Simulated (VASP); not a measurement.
Calculation: G0W0 on PBE orbitals, VASP's PBE PAW potentials (set 64) (plane waves; VASP 6.6.1).

VASP input:

KPOINTS:
```
Regular mesh
0
gamma
4 4 4
0 0 0
```

### POSCAR
```
Ge
1
    0.0000000000     2.7907660000     2.7907660000
    2.7907660000     0.0000000000     2.7907660000
    2.7907660000     2.7907660000     0.0000000000
Ge
2
Direct
  0.0000000000   0.0000000000   0.0000000000
  0.2500000000   0.2500000000   0.2500000000
```

### INCAR
```
SYSTEM = Ge
PREC = Normal
ENCUT = 500
ALGO = EVGW0
LREAL = .FALSE.
LASPH = .TRUE.
ISMEAR = 0
SIGMA = 0.01
GGA = PE
LWAVE = .FALSE.
LCHARG = .FALSE.
NELMGW = 1
NBANDS = 160
NOMEGA = 64
ENCUTGW = 200
NBANDSGW = 22
LSPECTRALGW = .TRUE.
```

POTCAR, in this order: Ge_d_GW (PBE.64 set). Program: vasp_std. Read from the step before: WAVECAR, WAVEDER.

The resulting files:

### OUTCAR
```
 ion  position               nearest neighbor table
   1  0.000  0.000  0.000-   2 2.42   2 2.42   2 2.42   2 2.42
   2  0.250  0.250  0.250-   1 2.42   1 2.42   1 2.42   1 2.42
  LATTYP: Found a face centered cubic cell.
 ALAT       =     5.5815320000
 Subroutine PRICEL returns:
 Original cell was already a primitive cell.
 Subroutine GETGRP returns: Found 48 space group operations
The static configuration has the point symmetry T_d .
 The point group associated with its full space group is O_h .
The dynamic configuration has the point symmetry T_d .
 Subroutine INISYM returns: Found 48 space group operations
 Subroutine IBZKPT returns following result:
 Found      8 irreducible k-points:

 Following reciprocal coordinates:
            Coordinates               Weight
  0.000000  0.000000  0.000000      1.000000
  0.250000  0.000000  0.000000      8.000000
  0.500000  0.000000  0.000000      4.000000
  0.250000  0.250000  0.000000      6.000000
  0.500000  0.250000  0.000000     24.000000
 -0.250000  0.250000  0.000000     12.000000
  0.500000  0.500000  0.000000      3.000000
 -0.250000  0.500000  0.250000      6.000000
 Subroutine IBZKPT_HF returns following result:
   k-points           NKPTS =      8   k-points in BZ     NKDIM =     64   number of bands    NBANDS=    160
   number of dos      NEDOS =    301   number of ions     NIONS =      2
   total plane-waves  NPLWV =  13824
   dimension x,y,z NGX =    24 NGY =   24 NGZ =   24
   dimension x,y,z NGXF=    48 NGYF=   48 NGZF=   48
   ions per type =               2
   PREC   = normal    normal or accurate (medium, high low for compatibility)
   ISTART =      1    job   : 0-new  1-cont  2-samecut
   ICHARG =      0    charge: 1-file 2-atom 10-const
   ISPIN  =      1    spin polarized calculation?
   LNONCOLLINEAR =      F non collinear calculations
   LSORBIT =      F    spin-orbit coupling
   INIWAV =      1    electr: 0-lowe 1-rand  2-diag
   ENCUT  =  500.0 eV  36.75 Ry    6.06 a.u.   7.20  7.20  7.20*2*pi/ulx,y,z
   NELM   =     60;   NELMIN=  2; NELMDL=  0     # of ELM steps
   EDIFF  = 0.1E-03   stopping-criterion for ELM
   LREAL  =      F    real-space projection
   NLSPLINE    = F    spline interpolate recip. space projectors
   LMAXMIX     =    2 max onsite mixed and CHGCAR
   VOSKOWN=      0    Vosko Wilk Nusair interpolation
   EDIFFG = 0.1E-02   stopping-criterion for IOM
   NSW    =      0    number of steps for IOM
   NBLOCK =      1;   KBLOCK =      1    inner block; outer block
   IBRION =     -1    ionic relax: 0-MD 1-quasi-New 2-CG
   NFREE  =      0    steps in history (QN), initial steepest desc. (CG)
   ISIF   =      0    stress and relaxation
   ISYM   =      3    0-nonsym 1-usesym 2-fastsym
   TEIN   =    0.0    initial temperature
   TEBEG  =    0.0;   TEEND  =   0.0 temperature during run
   SMASS  =  -3.00    Nose mass-parameter (am)
   PSTRESS=    0.0 pullay stress
   NELECT =      28.0000    total number of electrons
   EFERMI =   0.00;   METHOD = LEGACY
   ISMEAR =     0;   SIGMA  =   0.01  broadening in eV -4-tet -1-fermi 0-gaus
   IALGO  =     38    algorithm
   LDIAG  =      T    sub-space diagonalisation (order eigenvalues)
   IMIX   =      4    mixing-type and parameters
     AMIX     =   0.40;   BMIX     =  1.00
     AMIX_MAG =   1.60;   BMIX_MAG =  1.00
     AMIN     =   0.10
   GGA     = PE    functional components
   VOSKOWN =     0    Vosko Wilk Nusair interpolation
   LHFCALC =     T    Hartree Fock is set to
   NKREDX  =     1    reduce k-point grid by
   AEXX    =    1.0000 exact exchange contribution
   HFSCREEN=    0.0000 screening length (either q_TF or 0.3 A-1)
   HFRCUT  =    0.0000 spherical cutoff for potential kernel
   AGGAX   =    0.0000 GGA exchange part
   ALDAC   =    0.0000 LDA correlation
...
```

File OSZICAR:
```
energies w=
    0.000    0.000    0.282    0.000    0.563    0.000    0.842    0.000
    1.120    0.000    1.396    0.000    1.668    0.000    1.937    0.000
    2.203    0.000    2.465    0.000    2.724    0.000    2.979    0.000
    3.230    0.000    3.478    0.000    3.722    0.000    3.964    0.000
    4.204    0.000    4.441    0.000    4.677    0.000    4.911    0.000
    5.145    0.000    5.379    0.000    5.613    0.000    5.847    0.000
    6.084    0.000    6.322    0.000    6.564    0.000    6.809    0.000
    7.058    0.000    7.312    0.000    7.573    0.000    7.841    0.000
    8.117    0.000    8.404    0.000    8.700    0.000    9.010    0.000
    9.334    0.000    9.675    0.000   10.035    0.000   10.416    0.000
   10.822    0.000   11.256    0.000   11.724    0.000   12.229    0.000
   12.779    0.000   13.382    0.000   14.045    0.000   14.782    0.000
   15.606    0.000   16.536    0.000   17.595    0.000   18.814    0.000
   20.233    0.000   21.908    0.000   23.915    0.000   26.366    0.000
   29.424    0.000   33.347    0.000   38.554    0.000   45.792    0.000
   56.518    0.000   74.015    0.000  107.552    0.000  197.501    0.000
NQ=   1    0.0000    0.0000    0.0000,
 performed        317000 updates of chi_q(r,r)
NQ=   2    0.2500    0.0000    0.0000,
 performed        832000 updates of chi_q(r,r)
NQ=   3    0.5000    0.0000    0.0000,
 performed       1290000 updates of chi_q(r,r)
NQ=   4    0.2500    0.2500    0.0000,
 performed       1805000 updates of chi_q(r,r)
NQ=   5    0.5000    0.2500    0.0000,
 performed       2474000 updates of chi_q(r,r)
NQ=   6   -0.2500    0.2500    0.0000,
 performed       3087000 updates of chi_q(r,r)
NQ=   7    0.5000    0.5000    0.0000,
 performed       3503000 updates of chi_q(r,r)
NQ=   8   -0.2500    0.5000    0.2500,
 performed       4003000 updates of chi_q(r,r)
 resolving degeneracies of screened two electron integrals
```

File OUTCAR:
```


 k-point   1 :       0.0000    0.0000    0.0000
  band No.  KS-energies  QP-energies   sigma(KS)   V_xc(KS)     V^pw_x(r,r')   Z            occupation Imag(sigma)

      1     -21.6206     -24.4520     -27.2172     -22.9967     -37.9857       0.6709       2.0000       0.2956
      2     -21.6206     -24.4520     -27.2172     -22.9967     -37.9857       0.6709       2.0000       0.2956
      3     -21.6206     -24.4520     -27.2172     -22.9967     -37.9857       0.6709       2.0000       0.2956
      4     -21.5823     -24.4179     -27.2206     -22.9887     -37.9711       0.6700       2.0000       0.3046
      5     -21.5823     -24.4179     -27.2206     -22.9887     -37.9711       0.6700       2.0000       0.3046
      6     -21.3491     -24.2510     -27.4858     -23.1905     -38.2000       0.6756       2.0000       0.2920
      7     -21.3491     -24.2510     -27.4858     -23.1905     -38.2000       0.6756       2.0000       0.2920
      8     -21.3491     -24.2510     -27.4858     -23.1905     -38.2000       0.6756       2.0000       0.2920
      9     -21.3315     -24.2107     -27.5139     -23.2344     -38.2286       0.6728       2.0000       0.2321
     10     -21.3315     -24.2107     -27.5139     -23.2344     -38.2286       0.6728       2.0000       0.2321
     11      -9.8098     -10.3097     -11.9482     -11.2147     -18.0865       0.6814       2.0000       0.9731
     12       3.2889       2.7880     -12.7301     -12.0862     -13.5183       0.7780       2.0000       0.0503
     13       3.2889       2.7880     -12.7301     -12.0862     -13.5183       0.7780       2.0000       0.0503
     14       3.2889       2.7880     -12.7301     -12.0862     -13.5183       0.7780       2.0000       0.0503
     15       3.6988       4.2015     -12.1038     -12.7523      -7.9971       0.7752       0.0000      -0.0728
     16       5.8405       5.8544     -10.6980     -10.7160      -6.4381       0.7707       0.0000      -0.0999
     17       5.8405       5.8544     -10.6980     -10.7160      -6.4381       0.7707       0.0000      -0.0999
     18       5.8405       5.8544     -10.6980     -10.7160      -6.4381       0.7707       0.0000      -0.0999
     19       9.8279       9.6066      -8.0468      -7.7682      -2.7060       0.7942       0.0000      -0.2809
     20      12.8553      12.8875     -10.5796     -10.6219      -5.1350       0.7615       0.0000      -0.3356
     21      12.8553      12.8875     -10.5796     -10.6219      -5.1350       0.7615       0.0000      -0.3356
     22      14.1599      13.9691      -8.2649      -8.0160      -2.4106       0.7664       0.0000      -0.4455

 k-point   2 :       0.2500    0.0000    0.0000
  band No.  KS-energies  QP-energies   sigma(KS)   V_xc(KS)     V^pw_x(r,r')   Z            occupation Imag(sigma)

      1     -21.6413     -24.4709     -27.1957     -22.9767     -37.9654       0.6707       2.0000       0.3049
      2     -21.6413     -24.4709     -27.1957     -22.9767     -37.9654       0.6707       2.0000       0.3049
      3     -21.6114     -24.4456     -27.2206     -22.9997     -37.9902       0.6715       2.0000       0.3022
      4     -21.5505     -24.3919     -27.2617     -23.0236     -38.0079       0.6705       2.0000       0.2949
      5     -21.5505     -24.3919     -27.2617     -23.0236     -38.0079       0.6705       2.0000       0.2949
      6     -21.3764     -24.2569     -27.4587     -23.1823     -38.1787       0.6736       2.0000       0.2631
      7     -21.3764     -24.2569     -27.4587     -23.1823     -38.1787       0.6736       2.0000       0.2631
      8     -21.3600     -24.2487     -27.4655     -23.1823     -38.1872       0.6744       2.0000       0.2858
      9     -21.3106     -24.2113     -27.5406     -23.2418     -38.2488       0.6748       2.0000       0.2618
     10     -21.3106     -24.2113     -27.5406     -23.2418     -38.2488       0.6748       2.0000       0.2618
     11      -9.0376      -9.5298     -12.0454     -11.3284     -17.8750       0.6866       2.0000       0.9013
     12      -1.4963      -1.9367     -12.1980     -11.6066     -14.4715       0.7447       2.0000       0.1740
     13       2.3549       1.8408     -12.3727     -11.7061     -13.3634       0.7713       2.0000       0.0592
     14       2.3549       1.8408     -12.3727     -11.7061     -13.3634       0.7713       2.0000       0.0592
     15       4.0963       4.2722     -10.9160     -11.1421      -6.8950       0.7778       0.0000      -0.0771
     16       6.9609       6.9796     -10.8087     -10.8331      -6.2559       0.7681       0.0000      -0.1290
     17       6.9609       6.9796     -10.8087     -10.8331      -6.2559       0.7681       0.0000      -0.1290
     18       9.1692       9.2813     -11.1117     -11.2588      -5.8988       0.7628       0.0000      -0.2157
     19      11.3891      11.1302      -8.0577      -7.7211      -2.5086       0.7690       0.0000      -0.3209
     20      11.6687      11.5813      -9.7678      -9.6540      -4.4406       0.7677       0.0000      -0.3079
     21      11.6687      11.5813      -9.7678      -9.6540      -4.4406       0.7677       0.0000      -0.3079
     22      14.4129      14.2780      -9.1854      -9.0099      -3.1439       0.7690       0.0000      -0.5099

 k-point   3 :       0.5000    0.0000    0.0000
  band No.  KS-energies  QP-energies   sigma(KS)   V_xc(KS)     V^pw_x(r,r')   Z            occupation Imag(sigma)

      1     -21.6477     -24.4813     -27.1991     -22.9777     -37.9689       0.6713       2.0000       0.3073
      2     -21.6477     -24.4813     -27.1991     -22.9777     -37.9689       0.6713       2.0000       0.3073
      3     -21.6025     -24.4409     -27.2264     -23.0028     -37.9944       0.6720       2.0000       0.3101
      4     -21.5365     -24.3812     -27.2704     -23.0291     -38.0129       0.6707       2.0000       0.2979
      5     -21.5365     -24.3812     -27.2704     -23.0291     -38.0129       0.6707       2.0000       0.2979
      6     -21.3854     -24.2555     -27.4513     -23.1834     -38.1745       0.6725       2.0000       0.2485
      7     -21.3854     -24.2555     -27.4513     -23.1834     -38.1745       0.6725       2.0000       0.2485
      8     -21.3714     -24.2453     -27.4446     -23.1747     -38.1745       0.6731       2.0000       0.2777
      9     -21.3034     -24.2109     -27.5541     -23.2452     -38.2580       0.6748       2.0000       0.2711
     10     -21.3034     -24.2109     -27.5541     -23.2452     -38.2580       0.6748       2.0000       0.2711
     11      -7.6178      -8.1057     -12.4263     -11.7323     -17.6482       0.7029       2.0000       0.7388
     12      -4.5193      -5.0188     -11.6625     -10.9621     -15.4594       0.7131       2.0000       0.4255
     13       1.8094       1.2673     -12.3187     -11.6111     -13.5571       0.7662       2.0000       0.0687
     14       1.8094       1.2673     -12.3187     -11.6111     -13.5571       0.7662       2.0000       0.0687
     15       3.5956       3.7500     -10.8641     -11.0620      -6.9789       0.7802       0.0000      -0.0720
     16       7.0402       7.0263     -10.3072     -10.2892      -5.7209       0.7695       0.0000      -0.1314
     17       7.0402       7.0263     -10.3072     -10.2892      -5.7209       0.7695       0.0000      -0.1314
     18      10.4379      10.1240      -7.9609      -7.5583      -2.4954       0.7795       0.0000      -0.2902
     19      14.1398      14.0394      -9.9381      -9.8078      -3.9170       0.7700       0.0000      -0.4769
     20      14.7097      14.6882     -10.1410     -10.1123      -3.8926       0.7519       0.0000      -0.5528
     21      14.7097      14.6882     -10.1410     -10.1123      -3.8926       0.7519       0.0000      -0.5528
     22      14.8685      15.1204     -11.3151     -11.6513      -4.5181       0.7492       0.0000      -0.7095

 k-point   4 :       0.2500    0.2500    0.0000
  band No.  KS-energies  QP-energies   sigma(KS)   V_xc(KS)     V^pw_x(r,r')   Z            occupation Imag(sigma)

      1     -21.6410     -24.4735     -27.2058     -22.9859     -37.9770       0.6712       2.0000       0.3016
      2     -21.6410     -24.4735     -27.2058     -22.9859     -37.9770       0.6712       2.0000       0.3016
      3     -21.6293     -24.4582     -27.1768     -22.9606     -37.9450       0.6710       2.0000       0.3157
      4     -21.5440     -24.3883     -27.2698     -23.0277     -38.0128       0.6705       2.0000       0.2951
      5     -21.5050     -24.3522     -27.3164     -23.0752     -38.0618       0.6713       2.0000       0.2793
      6     -21.4454     -24.3108     -27.3669     -23.1052     -38.1007       0.6723       2.0000       0.2934
      7     -21.3673     -24.2462     -27.4791     -23.2028     -38.1961       0.6732       2.0000       0.2451
      8     -21.3175     -24.2171     -27.5285     -23.2309     -38.2384       0.6747       2.0000       0.2687
      9     -21.3175     -24.2171     -27.5285     -23.2309     -38.2384       0.6747       2.0000       0.2687
     10     -21.3175     -24.2171     -27.5285     -23.2309     -38.2384       0.6747       2.0000       0.2687
     11      -8.7601      -9.2404     -12.0701     -11.3513     -17.7767       0.6682       2.0000       0.8607
     12      -1.4187      -1.7848     -12.7466     -12.2542     -14.9434       0.7434       2.0000       0.1616
     13       1.1363       0.5871     -11.9371     -11.2159     -13.3050       0.7616       2.0000       0.0797
     14       1.1363       0.5871     -11.9371     -11.2159     -13.3050       0.7616       2.0000       0.0797
     15       4.2600       4.1747      -9.8755      -9.7662      -5.9397       0.7811       0.0000      -0.0795
     16       6.1237       6.1657     -10.3253     -10.3796      -5.8528       0.7744       0.0000      -0.1116
     17       9.2821       9.3440     -11.4371     -11.5196      -6.2233       0.7502       0.0000      -0.2174
     18       9.2821       9.3440     -11.4371     -11.5196      -6.2233       0.7502       0.0000      -0.2174
     19      10.6038      10.7003     -10.5035     -10.6280      -5.1908       0.7755       0.0000      -0.2713
     20      13.6674      13.5075      -9.0845      -8.8759      -3.0923       0.7666       0.0000      -0.4672
     21      13.9394      13.9835     -10.5318     -10.5893      -4.8403       0.7661       0.0000      -0.4351
     22      16.3495      16.0995      -8.5706      -8.2417      -2.3990       0.7602       0.0000      -0.6286

 k-point   5 :       0.5000    0.2500    0.0000
  band No.  KS-energies  QP-energies   sigma(KS)   V_xc(KS)     V^pw_x(r,r')   Z            occupation Imag(sigma)

      1     -21.6717     -24.4907     -27.1663     -22.9540     -37.9429       0.6692       2.0000       0.3098
...
```
(Selected blocks of OUTCAR.)

The mesh is coarse and the basis finite, so the quasiparticle values are not converged. VASP warned that its frequency grid is unfit for quasiparticle energies.

The compound is Ge in the diamond structure. This cell is one point of a volume scan, at 0.96 of the reference volume. The k-mesh is coarse (spacing up to 0.49 per Å, 2π included), so the numbers may not be converged in it.
